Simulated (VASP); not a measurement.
Method: PBEsol GGA, VASP's PBE PAW potentials (set 64) (plane waves; VASP).

VASP ran on this input.

### POSCAR
```
SnSe2
3.8124630
  1.0000000000   0.0000000000   0.0000000000
 -0.4999998689   0.8660254539   0.0000000000
  0.0000000000   0.0000000000   3.4385149443
Sn Se
1 2
Direct
  0.0221390000   0.0205270000   0.5029190000
  0.3256210000   0.6468950000   0.6185890000
  0.6522400000   0.3325780000   0.3814110000
```

### INCAR
```
SYSTEM=SnSe2
PREC=Accurate; ENCUT=300; LREAL=.FALSE.
LASPH=.TRUE.
EDIFF=1E-6; NELM=100; ALGO=Normal
LMAXMIX=4
ISMEAR=0; SIGMA=0.272
GGA=PS
ISIF=2
LWAVE=.FALSE.; LCHARG=.FALSE.
```

KPOINTS:
```
Automatic mesh
0
Gamma
5 5 1
0 0 0
```

POTCAR, in this order: Sn_d Se (PBE.64 set). Program: vasp_std.

The run wrote:

### OSZICAR
```
       N       E                     dE             d eps       ncg     rms          rms(c)
DAV:   1     0.156509013570E+03    0.15651E+03   -0.96180E+03   490   0.959E+02
DAV:   2     0.136180886927E+01   -0.15515E+03   -0.15295E+03   572   0.252E+02
DAV:   3    -0.127886660909E+02   -0.14150E+02   -0.14093E+02   540   0.937E+01
DAV:   4    -0.131143931502E+02   -0.32573E+00   -0.32561E+00   592   0.159E+01
DAV:   5    -0.131220747236E+02   -0.76816E-02   -0.76812E-02   676   0.216E+00    0.511E+00
DAV:   6    -0.128440206395E+02    0.27805E+00   -0.58958E-01   681   0.906E+00    0.324E+00
DAV:   7    -0.128081847131E+02    0.35836E-01   -0.21968E-01   626   0.358E+00    0.601E-01
DAV:   8    -0.128049312506E+02    0.32535E-02   -0.21108E-02   620   0.166E+00    0.263E-01
DAV:   9    -0.128047423550E+02    0.18890E-03   -0.17693E-03   604   0.291E-01    0.618E-02
DAV:  10    -0.128046935097E+02    0.48845E-04   -0.12350E-04   700   0.106E-01    0.303E-02
DAV:  11    -0.128046404227E+02    0.53087E-04   -0.13421E-04   620   0.530E-02    0.129E-02
DAV:  12    -0.128046829568E+02   -0.42534E-04   -0.22263E-05   572   0.227E-02    0.124E-02
DAV:  13    -0.128048108241E+02   -0.12787E-03   -0.38540E-05   543   0.217E-02    0.714E-03
DAV:  14    -0.128048731227E+02   -0.62299E-04   -0.55498E-06   508   0.107E-02    0.529E-03
DAV:  15    -0.128049100018E+02   -0.36879E-04   -0.23888E-06   489   0.762E-03    0.204E-03
DAV:  16    -0.128049197008E+02   -0.96990E-05   -0.45707E-07   514   0.316E-03    0.743E-04
DAV:  17    -0.128049232580E+02   -0.35572E-05   -0.20457E-07   482   0.218E-03    0.624E-04
DAV:  18    -0.128049235939E+02   -0.33589E-06   -0.17847E-08   456   0.649E-04
   1 F= -.12804924E+02 E0= -.12803490E+02  d E =-.286691E-02
```

**OUTCAR**
```
------------------------ aborting loop because EDIFF is reached ----------------------------------------
  FORCE on cell =-STRESS in cart. coord.  units (eV):
  Direction    XX          YY          ZZ          XY          YZ          ZX
  --------------------------------------------------------------------------------------
  Total        0.3294926      0.7297134      1.0973030      0.0781221      0.5530147     -0.4694015
  in kB        3.1991730      7.0850748     10.6541463      0.7585179      5.3694375     -4.5576035
  external PRESSURE =       6.9794647 kB  Pullay stress =       0.0000000 kB
  volume of cell :      165.01
      direct lattice vectors                 reciprocal lattice vectors
     3.812463000  0.000000000  0.000000000     0.262297628  0.151437557  0.000000000
    -1.906231000  3.301690000  0.000000000     0.000000000  0.302875194  0.000000000
     0.000000000  0.000000000 13.109211000     0.000000000  0.000000000  0.076282242
 POSITION                                       TOTAL-FORCE (eV/Angst)
 -----------------------------------------------------------------------------------
      0.04527      0.06777      6.59287        -0.385940     -0.738175     -0.678911
      0.00829      2.13585      8.10921         0.046971      0.556013      0.730492
      1.85267      1.09807      5.00000         0.338969      0.182162     -0.051581
 -----------------------------------------------------------------------------------
    total drift:                                0.000417     -0.000106     -0.000351
  FREE ENERGIE OF THE ION-ELECTRON SYSTEM (eV)
  ---------------------------------------------------
  free  energy   TOTEN  =       -12.8049235939 eV

  energy  without entropy=      -12.8020566812  energy(sigma->0) =      -12.80349014
```
(Selected blocks of OUTCAR.)

File OUTCAR:
```
 val. band max:       -1.3001266535   @ k =   0.0000   0.0000   0.0000

 cond. band min:      -0.4129399452   @ k =  -0.4000   0.4000   0.0000


 Fermi energy:        -0.8573407970

 k-point     1 :       0.0000    0.0000    0.0000
  band No.  band energies     occupation
      1     -22.4143      2.00000
      2     -22.4067      2.00000
      3     -22.3691      2.00000
      4     -22.3570      2.00000
      5     -22.3540      2.00000
      6     -15.1008      2.00000
      7     -13.5823      2.00000
      8      -6.9290      2.00000
      9      -2.4564      2.00000
     10      -2.1415      2.00000
     11      -1.8111      2.00000
     12      -1.4872      1.99894
     13      -1.3001      1.97868
     14       0.2482      0.00000
     15       1.6248      0.00000
     16       3.0994      0.00000
     17       3.4135      0.00000

 k-point     2 :       0.2000   -0.0000    0.0000
  band No.  band energies     occupation
      1     -22.4293      2.00000
      2     -22.3991      2.00000
      3     -22.3671      2.00000
      4     -22.3555      2.00000
      5     -22.3493      2.00000
      6     -14.7177      2.00000
      7     -13.3216      2.00000
      8      -7.1394      2.00000
      9      -4.0977      2.00000
     10      -3.0090      2.00000
     11      -2.7657      2.00000
     12      -2.2252      2.00000
     13      -1.3509      1.98971
     14       0.8414      0.00000
     15       2.5545      0.00000
     16       3.8895      0.00000
     17       4.0784      0.00000

 k-point     3 :       0.0000    0.2000    0.0000
  band No.  band energies     occupation
      1     -22.4337      2.00000
      2     -22.3946      2.00000
      3     -22.3670      2.00000
      4     -22.3554      2.00000
      5     -22.3499      2.00000
      6     -14.7112      2.00000
      7     -13.3210      2.00000
      8      -7.1656      2.00000
      9      -4.1725      2.00000
     10      -2.9651      2.00000
     11      -2.7073      2.00000
...
```

At this cut-off the stress carries a Pulay error, which pulls relaxed volumes low. The cell holds a wide vacuum, so values per volume refer to the whole cell. Unless said otherwise, spin-orbit coupling is left out, though it shifts the bands of the heavy elements here.

The cell is a sheet with vacuum, built from a generated structure.
